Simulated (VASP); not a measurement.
**How smearing and plane-wave cutoff change a VASP run on WS2 (Tungstenite)**

How sensitive are energy, pressure and forces of WS2 (Tungstenite) to the smearing and plane-wave cutoff? The atoms are off their equilibrium sites, so that forces can be compared too. The series runs use LDA. The smearing tried: ISMEAR = -1, SIGMA = 0.01; ISMEAR = -1, SIGMA = 0.05; ISMEAR = -1, SIGMA = 0.1; ISMEAR = -1, SIGMA = 0.2; ISMEAR = -1, SIGMA = 0.5; ISMEAR = 1, SIGMA = 0.01; ISMEAR = 1, SIGMA = 0.05; ISMEAR = 1, SIGMA = 0.1; ISMEAR = 1, SIGMA = 0.2; ISMEAR = 1, SIGMA = 0.5; ISMEAR = -5. The plane-wave cutoff tried: ENCUT = 160; ENCUT = 190; ENCUT = 230; ENCUT = 260; ENCUT = 300; ENCUT = 340; ENCUT = 410; ENCUT = 520. The atoms of the start are displaced at random from the sites of a R3m cell.

Method: LDA; plane waves and PAW (W, S), in VASP 6.6.1.

## (1) Set-up

The structure is triclinic, space group P1 (No. 1). Conventional cell: a = 3.158 Å, b = 3.158 Å, c = 6.427 Å, α = 75.78°, β = 75.78°, γ = 60.00°. W has 6 S at 2.39 to 2.46 Å nearest. S has 3 W at 2.39 to 2.46 Å nearest. Nearest to S lie 3 W at 2.40 to 2.46 Å. Farther neighbours and most contacts between anions are not listed.

As a file:

```xyz
3
Lattice="1.5790 0.9116 6.1633 -1.5790 0.9116 6.1633 0.0000 -1.8233 6.1633" Properties=species:S:1:pos:R:3 pbc="T T T"
W    -0.0377   -0.0171    0.0389
S     0.0067    0.0202    4.5965
S     0.0119   -0.0494    7.7929
```

## (2) Smearing: ISMEAR = -1, SIGMA = 0.01

With a gap, smearing should do nothing until its tail reaches across the gap. LDA, the lowest rung, knows the local density alone.

File INCAR:

```
SYSTEM = WS2
PREC = Accurate
ENCUT = 400
EDIFF = 1E-06
NELM = 100
ISMEAR = -1
SIGMA = 0.01
LREAL = .FALSE.
ALGO = Normal
GGA = CA
NBANDS = 15
LASPH = .TRUE.
LORBIT = 11
LWAVE = .FALSE.
LCHARG = .FALSE.
KPAR = 4
ISIF = 2
```

File POSCAR:

```
WS2
1.0
    1.5790000000      0.9116360751      6.1633333333
   -1.5790000000      0.9116360751      6.1633333333
    0.0000000000     -1.8232721501      6.1633333333
W S
1 2
Direct
   -0.0129770000      0.0109140000      0.0083710000
    0.2544000000      0.2501600000      0.2412220000
    0.4162030000      0.4086750000      0.4395190000
```

File KPOINTS:

```
Automatic mesh
0
Gamma
10 10 10
0 0 0
```

PAW data sets: W and S (PBE family, release 64).

Run with:

```bash
$ mpirun -np 4 vasp_std
```

What it wrote:

```text
[banner, memory and clock lines left out]
running    4 mpi-ranks, on    1 nodes
 distrk:  each k-point on    1 cores,    4 groups
 distr:  one band on    1 cores,    1 groups

 POSCAR found type information on POSCAR W S
 POSCAR found :  2 types and       3 ions
|                                                                             |
|               ----> ADVICE to this user running VASP <----                  |
|                                                                             |
|     You enforced a specific xc type in the INCAR file but a different       |
|     [... a line on the potential file left out ...]
|     I HOPE YOU KNOW WHAT YOU ARE DOING!                                     |
|                                                                             |

 LDA part: xc-table for (Slater(with rela. corr.)+CA(PZ))
 , standard interpolation
 POSCAR, INCAR and KPOINTS ok, starting setup
 FFT: planning ... GRIDC
 FFT: planning ... GRID_SOFT
 FFT: planning ... GRID
 WAVECAR not read
 entering main loop
       N       E                     dE             d eps       ncg     rms          rms(c)
DAV:   1     0.601558501965E+02    0.60156E+02   -0.69023E+03 15600   0.844E+02
DAV:   2    -0.234105773808E+02   -0.83566E+02   -0.78426E+02 20016   0.204E+02
DAV:   3    -0.276636405158E+02   -0.42531E+01   -0.42205E+01 20062   0.465E+01
DAV:   4    -0.277143304549E+02   -0.50690E-01   -0.50669E-01 19481   0.574E+00
DAV:   5    -0.277153126685E+02   -0.98221E-03   -0.98214E-03 20910   0.773E-01    0.292E+01
DAV:   6    -0.265431195000E+02    0.11722E+01   -0.30808E+00 22764   0.131E+01    0.123E+01
DAV:   7    -0.263812873260E+02    0.16183E+00   -0.10943E+00 16968   0.850E+00    0.709E+00
DAV:   8    -0.262992910307E+02    0.81996E-01   -0.16363E-01 19454   0.354E+00    0.104E+00
DAV:   9    -0.262981634635E+02    0.11276E-02   -0.22528E-02 19789   0.106E+00    0.553E-01
DAV:  10    -0.262972149228E+02    0.94854E-03   -0.62539E-03 19501   0.510E-01    0.201E-01
DAV:  11    -0.262971038272E+02    0.11110E-03   -0.75074E-04 19572   0.189E-01    0.608E-02
DAV:  12    -0.262971043190E+02   -0.49179E-06   -0.24590E-05 20727   0.403E-02    0.550E-02
DAV:  13    -0.262971011185E+02    0.32005E-05   -0.15386E-05 19761   0.241E-02    0.157E-02
DAV:  14    -0.262971009130E+02    0.20548E-06   -0.15186E-06 14784   0.895E-03
   1 F= -.26297101E+02 E0= -.26297101E+02  d E =-.593549E-11
```

Run time: 3.4 min. Hardware: 4 MPI ranks of AMD EPYC 7R43, shared host; peak memory 1.6 GiB; 13 min of CPU time.

The logs omit lines about the potential files and the build; timing stands in the text.

Parts of OUTCAR (step 2):

```text
ion  position               nearest neighbor table
   1  0.987  0.011  0.008-   2 2.39   3 2.40   3 2.40   2 2.45   2 2.46   3 2.46
   2  0.254  0.250  0.241-   1 2.39   1 2.45   1 2.46
   3  0.416  0.409  0.440-   1 2.40   1 2.40   1 2.46

  LATTYP: Found a trigonal (rhomboedric) cell.
 ALAT       =     6.4273633094
 COS(alpha) =     0.8792940837

 Subroutine GETGRP returns: Found  1 space group operations
 (whereof  1 operations were pure point group operations)

The static configuration has the point symmetry C_1 .

 Found    504 irreducible k-points:

   k-points           NKPTS =    504   k-points in BZ     NKDIM =    504   number of bands    NBANDS=     15

   dimension x,y,z NGX =    42 NGY =   42 NGZ =   42
   dimension x,y,z NGXF=    84 NGYF=   84 NGZF=   84

   ENCUT  =  400.0 eV  29.40 Ry    5.42 a.u.  10.48 10.48 10.48*2*pi/ulx,y,z

   NELECT =      18.0000    total number of electrons

 k-points in reciprocal lattice and weights: Automatic mesh
   0.00000000  0.00000000  0.00000000       0.001
   0.10000000 -0.00000000  0.00000000       0.002
  -0.00000000  0.10000000  0.00000000       0.002
   0.00000000  0.00000000  0.10000000       0.002
   0.20000000 -0.00000000  0.00000000       0.002
  -0.00000000  0.20000000  0.00000000       0.002
   0.00000000  0.00000000  0.20000000       0.002
   0.30000000  0.00000000  0.00000000       0.002
   0.00000000  0.30000000  0.00000000       0.002
[...]
0.50000000  0.40000000 -0.40000000       0.002
   0.50000000  0.50000000  0.50000000       0.001

 average (electrostatic) potential at core
       1 -39.6419       2 -85.7060       3 -85.7201

 E-fermi :   6.2701

 k-point     1 :       0.0000    0.0000    0.0000
  band No.  band energies     occupation
    ...
      5       2.8961      2.00000
      6       3.8266      2.00000
      7       4.2494      2.00000
      8       4.7077      2.00000
      9       4.7866      2.00000
     10       8.1208      0.00000
     11       8.5043      0.00000
     12       8.5819      0.00000
     13       8.7505      0.00000
     14      10.9520      0.00000
    ...

 k-point     2 :       0.1000   -0.0000    0.0000
  band No.  band energies     occupation
    ...
      5       2.9637      2.00000
      6       3.2798      2.00000
      7       3.9400      2.00000
      8       4.6844      2.00000
      9       4.9947      2.00000
     10       7.9798      0.00000
     11       8.3695      0.00000
     12       8.5236      0.00000
     13       8.6828      0.00000
     14      11.6654      0.00000
    ...

 k-point     3 :      -0.0000    0.1000    0.0000
  band No.  band energies     occupation
    ...
      5       3.0494      2.00000
      6       3.4751      2.00000
      7       3.6940      2.00000
      8       4.7012      2.00000
      9       5.0131      2.00000
     10       8.0811      0.00000
     11       8.1844      0.00000
     12       8.4271      0.00000
     13       8.8747      0.00000
     14      11.6840      0.00000
    ...

  Total       -1.7640102     -1.7397676     -2.6808501      0.2707073      0.9874485     -0.0195367
  in kB      -53.0934729    -52.3638150    -80.6886737      8.1477924     29.7203902     -0.5880189
  external PRESSURE =     -62.0486539 kB  Pullay stress =       0.0000000 kB

  energy-cutoff  :      400.00
  volume of cell :       53.23
      direct lattice vectors                 reciprocal lattice vectors
     1.579000000  0.911636075  6.163333333     0.316656111  0.182821491  0.054083288
    -1.579000000  0.911636075  6.163333333    -0.316656111  0.182821491  0.054083288
     0.000000000 -1.823272150  6.163333333     0.000000000 -0.365642982  0.054083288

 POSITION                                       TOTAL-FORCE (eV/Angst)
 -----------------------------------------------------------------------------------
      1.54128      0.89449      6.20221         0.937446      0.030178     -0.243441
      0.00669      0.02016      4.59650        -0.460225     -0.341907      0.912847
      0.01189     -0.04937      7.79290        -0.477221      0.311729     -0.669407
 -----------------------------------------------------------------------------------
    total drift:                               -0.000080     -0.000007      0.000017

  FREE ENERGIE OF THE ION-ELECTRON SYSTEM (eV)
  ---------------------------------------------------
  free  energy   TOTEN  =       -26.2971009130 eV

  energy  without entropy=      -26.2971009130  energy(sigma->0) =      -26.29710091

 total charge
# of ion       s       p       d       tot
------------------------------------------
    1        0.548   0.684   4.319   5.551
    2        1.351   2.314   0.000   3.666
    3        1.351   2.321   0.000   3.672
--------------------------------------------------
tot          3.251   5.319   4.319  12.889

[... 3 further parts left out ...]
```

The gap is read on the k-mesh alone, so it is an upper bound where the band edges lie off the mesh. Spin-orbit coupling is off here; with elements this heavy it splits and shifts levels by tenths of an eV or more. The PAW data sets were made with PBE, though LDA sets exist; this is a small mismatch. The data set W keeps the semicore shell frozen, which is cheaper and a little less accurate.

This step gave:

```yaml
scf_cycles: 14
electrons: 18
bands: 15
irreducible_k_points: 504
symmetry_operations: 1
free_energy_toten: -26.30 eV
fermi_energy: 6.270 eV
pressure: -6.205 GPa
metallic: no
valence_top_at_k: 0.5, 0.5, 0.5
conduction_bottom_at_k: 0, -0.2, 0.2
least_direct_gap_at_k: 0.5, 0.5, 0.5
gap_on_the_k_mesh: 0.9488 eV
least_direct_gap_on_the_k_mesh: 2.107 eV
```

The series starts at -8.7657 eV an atom and -6.20 GPa, after 14 cycles in 3.4 min. The entropy term T·S comes to 0.00 meV an atom in size.

## (3) Smearing: ISMEAR = -1, SIGMA = 0.05

Changes to INCAR since step 2:

```diff
@@ -6,3 +6,3 @@
 ISMEAR = -1
-SIGMA = 0.01
+SIGMA = 0.05
 LREAL = .FALSE.
```

POSCAR is that of step 2.

KPOINTS is that of step 2.

Run with:

```bash
$ mpirun -np 4 vasp_std
```

What it wrote:

```text
[banner, memory and clock lines left out]
running    4 mpi-ranks, on    1 nodes
[...]
[... a notice as in an earlier step ...]

 LDA part: xc-table for (Slater(with rela. corr.)+CA(PZ))
 , standard interpolation
 POSCAR, INCAR and KPOINTS ok, starting setup
[...]
entering main loop
       N       E                     dE             d eps       ncg     rms          rms(c)
DAV:   1     0.601523956178E+02    0.60152E+02   -0.69023E+03 15600   0.844E+02
DAV:   2    -0.234105781662E+02   -0.83563E+02   -0.78437E+02 20016   0.204E+02
DAV:   3    -0.276636406300E+02   -0.42531E+01   -0.42205E+01 20062   0.465E+01
DAV:   4    -0.277143305709E+02   -0.50690E-01   -0.50669E-01 19481   0.574E+00
[...]
DAV:  12    -0.262971043729E+02   -0.49115E-06   -0.24590E-05 20727   0.403E-02    0.550E-02
DAV:  13    -0.262971011731E+02    0.31998E-05   -0.15386E-05 19761   0.241E-02    0.157E-02
DAV:  14    -0.262971009679E+02    0.20511E-06   -0.15186E-06 14784   0.895E-03
   1 F= -.26297101E+02 E0= -.26297101E+02  d E =-.624957E-06
```

It took 4.3 min on 4 MPI ranks; peak memory 1.5 GiB; 16 min of CPU time.

OUTCAR, selected parts (step 3):

```text
  Total       -1.7640097     -1.7397672     -2.6808522      0.2707074      0.9874484     -0.0195367
  in kB      -53.0934570    -52.3638034    -80.6887356      8.1477978     29.7203860     -0.5880190
  external PRESSURE =     -62.0486653 kB  Pullay stress =       0.0000000 kB

 POSITION                                       TOTAL-FORCE (eV/Angst)
 -----------------------------------------------------------------------------------
      1.54128      0.89449      6.20221         0.937446      0.030178     -0.243441
      0.00669      0.02016      4.59650        -0.460225     -0.341907      0.912847
      0.01189     -0.04937      7.79290        -0.477221      0.311729     -0.669406
 -----------------------------------------------------------------------------------
    total drift:                               -0.000080     -0.000007      0.000017

  FREE ENERGIE OF THE ION-ELECTRON SYSTEM (eV)
  ---------------------------------------------------
  free  energy   TOTEN  =       -26.2971009679 eV

  energy  without entropy=      -26.2971003430  energy(sigma->0) =      -26.29710066

[... 2 parts as in an earlier step ...]

[... 1 further part left out ...]
[key lines of the parts left out:]
E-fermi :   6.5310
```

Against the run before the energy at zero width stays within 0.01 meV an atom and the pressure within 0.01 GPa, after 14 cycles in 4.3 min. The entropy term T·S comes to 0.00 meV an atom in size.

## (4) Smearing: ISMEAR = -1, SIGMA = 0.1

Changes to INCAR since step 3:

```diff
@@ -6,3 +6,3 @@
 ISMEAR = -1
-SIGMA = 0.05
+SIGMA = 0.1
 LREAL = .FALSE.
```

POSCAR is that of step 3.

KPOINTS is that of step 3.

Run with:

```bash
$ mpirun -np 4 vasp_std
```

What it wrote:

```text
[... set-up lines as in an earlier step ...]
 entering main loop
       N       E                     dE             d eps       ncg     rms          rms(c)
DAV:   1     0.601404585984E+02    0.60140E+02   -0.69023E+03 15600   0.844E+02
DAV:   2    -0.234106590857E+02   -0.83551E+02   -0.78440E+02 20016   0.204E+02
DAV:   3    -0.276636792408E+02   -0.42530E+01   -0.42204E+01 20062   0.465E+01
DAV:   4    -0.277143693985E+02   -0.50690E-01   -0.50669E-01 19481   0.574E+00
[...]
DAV:  12    -0.262971325660E+02   -0.49142E-06   -0.24589E-05 20727   0.403E-02    0.550E-02
DAV:  13    -0.262971293630E+02    0.32030E-05   -0.15389E-05 19761   0.241E-02    0.157E-02
DAV:  14    -0.262971291576E+02    0.20537E-06   -0.15186E-06 14784   0.895E-03
   1 F= -.26297129E+02 E0= -.26297028E+02  d E =-.203297E-03
```

Elapsed: 3.5 min, on 4 MPI ranks; peak memory 1.5 GiB; 13 min of CPU time.

OUTCAR, selected parts (step 4):

```text
  Total       -1.7638433     -1.7396320     -2.6812522      0.2707528      0.9874130     -0.0195349
  in kB      -53.0884496    -52.3597335    -80.7007769      8.1491622     29.7193213     -0.5879636
  external PRESSURE =     -62.0496533 kB  Pullay stress =       0.0000000 kB

 POSITION                                       TOTAL-FORCE (eV/Angst)
 -----------------------------------------------------------------------------------
      1.54128      0.89449      6.20221         0.937435      0.030181     -0.243404
      0.00669      0.02016      4.59650        -0.460220     -0.341892      0.912764
      0.01189     -0.04937      7.79290        -0.477215      0.311711     -0.669359
 -----------------------------------------------------------------------------------
    total drift:                               -0.000080     -0.000007      0.000017

  FREE ENERGIE OF THE ION-ELECTRON SYSTEM (eV)
  ---------------------------------------------------
  free  energy   TOTEN  =       -26.2971291576 eV

  energy  without entropy=      -26.2969258604  energy(sigma->0) =      -26.29702751

[... 2 parts as in an earlier step ...]

[... 1 further part left out ...]
[key lines of the parts left out:]
E-fermi :   6.4817
```

Against the run before the energy at zero width moves by +0.02 meV an atom while the pressure stays within 0.01 GPa, after 14 cycles in 3.5 min. The entropy term T·S comes to 0.07 meV an atom in size.

## (5) Smearing: ISMEAR = -1, SIGMA = 0.2

Changes to INCAR since step 4:

```diff
@@ -6,3 +6,3 @@
 ISMEAR = -1
-SIGMA = 0.1
+SIGMA = 0.2
 LREAL = .FALSE.
```

POSCAR is that of step 4.

KPOINTS is that of step 4.

Run with:

```bash
$ mpirun -np 4 vasp_std
```

What it wrote:

```text
[... set-up lines as in an earlier step ...]
 entering main loop
       N       E                     dE             d eps       ncg     rms          rms(c)
DAV:   1     0.600912301307E+02    0.60091E+02   -0.69023E+03 15600   0.844E+02
DAV:   2    -0.234131043424E+02   -0.83504E+02   -0.78430E+02 20016   0.204E+02
DAV:   3    -0.276657981063E+02   -0.42527E+01   -0.42197E+01 20062   0.465E+01
DAV:   4    -0.277164933630E+02   -0.50695E-01   -0.50673E-01 19481   0.574E+00
[...]
DAV:  12    -0.262992228157E+02   -0.49104E-06   -0.24713E-05 20692   0.403E-02    0.551E-02
DAV:  13    -0.262992195304E+02    0.32853E-05   -0.15534E-05 19740   0.242E-02    0.156E-02
DAV:  14    -0.262992193246E+02    0.20581E-06   -0.15318E-06 14777   0.899E-03
   1 F= -.26299219E+02 E0= -.26293399E+02  d E =-.116399E-01
```

The job ended after 3.2 min (4 MPI ranks; peak memory 1.6 GiB; 13 min of CPU time).

From OUTCAR (step 5):

```text
  Total       -1.7550430     -1.7315626     -2.6814167      0.2720520      0.9853490     -0.0193793
  in kB      -52.8235770    -52.1168603    -80.7057269      8.1882657     29.6571985     -0.5832823
  external PRESSURE =     -61.8820548 kB  Pullay stress =       0.0000000 kB

 POSITION                                       TOTAL-FORCE (eV/Angst)
 -----------------------------------------------------------------------------------
      1.54128      0.89449      6.20221         0.936537      0.030242     -0.242325
      0.00669      0.02016      4.59650        -0.459850     -0.341116      0.908404
      0.01189     -0.04937      7.79290        -0.476687      0.310875     -0.666079
 -----------------------------------------------------------------------------------
    total drift:                               -0.000080     -0.000007      0.000017

  FREE ENERGIE OF THE ION-ELECTRON SYSTEM (eV)
  ---------------------------------------------------
  free  energy   TOTEN  =       -26.2992193246 eV

  energy  without entropy=      -26.2875794037  energy(sigma->0) =      -26.29339936

[... 2 parts as in an earlier step ...]

[... 1 further part left out ...]
[key lines of the parts left out:]
E-fermi :   6.4160
```

Against the run before the energy at zero width moves by +1.21 meV an atom and the pressure by +0.02 GPa, after 14 cycles in 3.2 min. The entropy term T·S comes to 3.88 meV an atom in size.

## (6) Smearing: ISMEAR = -1, SIGMA = 0.5

Changes to INCAR since step 5:

```diff
@@ -6,3 +6,3 @@
 ISMEAR = -1
-SIGMA = 0.2
+SIGMA = 0.5
 LREAL = .FALSE.
```

POSCAR is that of step 5.

KPOINTS is that of step 5.

Run with:

```bash
$ mpirun -np 4 vasp_std
```

What it wrote:

```text
[... set-up lines as in an earlier step ...]
 entering main loop
       N       E                     dE             d eps       ncg     rms          rms(c)
DAV:   1     0.597443334613E+02    0.59744E+02   -0.69023E+03 15600   0.844E+02
DAV:   2    -0.235401130233E+02   -0.83284E+02   -0.78386E+02 20016   0.204E+02
DAV:   3    -0.277945824880E+02   -0.42545E+01   -0.42171E+01 20062   0.464E+01
DAV:   4    -0.278456784536E+02   -0.51096E-01   -0.51065E-01 19481   0.576E+00
[...]
DAV:  12    -0.264533046278E+02   -0.36261E-06   -0.26813E-05 20699   0.410E-02    0.611E-02
DAV:  13    -0.264532990468E+02    0.55810E-05   -0.19861E-05 19824   0.277E-02    0.133E-02
DAV:  14    -0.264532987951E+02    0.25164E-06   -0.19835E-06 15574   0.102E-02
   1 F= -.26453299E+02 E0= -.26150031E+02  d E =-.606536E+00
```

Wall time 3.5 min (4 MPI ranks); peak memory 1.6 GiB; 13 min of CPU time.

OUTCAR, selected parts (step 6):

```text
  Total       -1.2946490     -1.2774300     -2.2500871      0.2895056      0.8977731     -0.0123802
  in kB      -38.9665627    -38.4483007    -67.7234956      8.7135878     27.0213234     -0.3726198
  external PRESSURE =     -48.3794530 kB  Pullay stress =       0.0000000 kB

 POSITION                                       TOTAL-FORCE (eV/Angst)
 -----------------------------------------------------------------------------------
      1.54128      0.89449      6.20221         0.864142      0.027366     -0.220732
      0.00669      0.02016      4.59650        -0.426554     -0.310052      0.738206
      0.01189     -0.04937      7.79290        -0.437588      0.282686     -0.517474
 -----------------------------------------------------------------------------------
    total drift:                               -0.000081     -0.000006      0.000019

  FREE ENERGIE OF THE ION-ELECTRON SYSTEM (eV)
  ---------------------------------------------------
  free  energy   TOTEN  =       -26.4532987951 eV

  energy  without entropy=      -25.8467628845  energy(sigma->0) =      -26.15003084

[... 2 parts as in an earlier step ...]

[... 1 further part left out ...]
[key lines of the parts left out:]
E-fermi :   6.3351
```

Against the run before the energy at zero width moves by +47.79 meV an atom and the pressure by +1.35 GPa, after 14 cycles in 3.5 min. The entropy term T·S comes to 202.18 meV an atom in size.

[end of part 1 of 3]

[Lines on the potential files, build, host, timing and source positions are cut from VASP's logs without a mark.]

[Logs are printed without paths, hosts, clocks, repeated set-up lines and the standing remarks that a program may print on its own settings, such as how far it seeks lower states.]

[Hosts, paths, dates, database ids (printed as entryN), source tags and the programs' standing remarks are cut or masked in the printed files.]

[A measured line is paired with the nearest computed mode of its activity, which favours agreement.]
